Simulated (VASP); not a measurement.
Method: PBEsol GGA, VASP's PBE PAW potentials (set 64) (plane waves; VASP).

VASP input:

### INCAR
```
SYSTEM = TaN
PREC = Accurate; ENCUT = 520; LREAL = F
LASPH = T
EDIFF = 1E-7; NELM = 100; ALGO = Normal
LMAXMIX = 6
ISMEAR = -5
GGA = PS
ISIF = 2
LWAVE = F; LCHARG = T; LORBIT = 11
NEDOS = 601
```

### KPOINTS
```
Automatic mesh
0
Gamma
15 15 15
0 0 0
```

**POSCAR**
```
TaN
2.7259560
  1.0000000789   0.0000000000   0.0000000000
  0.0000000000   1.0000000789   0.0000000000
  0.0000000000   0.0000000000   1.0000000789
Ta N
1 1
direct
  0.0000000000   0.0000000000   0.0000000000
  0.5000000000   0.5000000000   0.5000000000
```

POTCAR, in this order: Ta_pv N (PBE.64 set). Program: vasp_std.

### Question
What will the output report for the number of irreducible k-points (NKPTS), number of bands (NBANDS), largest plane-wave count, number of space-group operations, FFT grid (NGX, NGY, NGZ)?

### Answer

```
Quantity                                      Result
--------------------------------------  ------------
number of irreducible k-points (NKPTS)           120
number of bands (NBANDS)                          12
largest plane-wave count                         558
number of space-group operations                  48
FFT grid (NGX, NGY, NGZ)                20 × 20 × 20
```

The structure was generated: TaN was put into the CsCl type type (Pm-3m), which need not be its known phase. It was relaxed first, which changed the volume by -34 %.
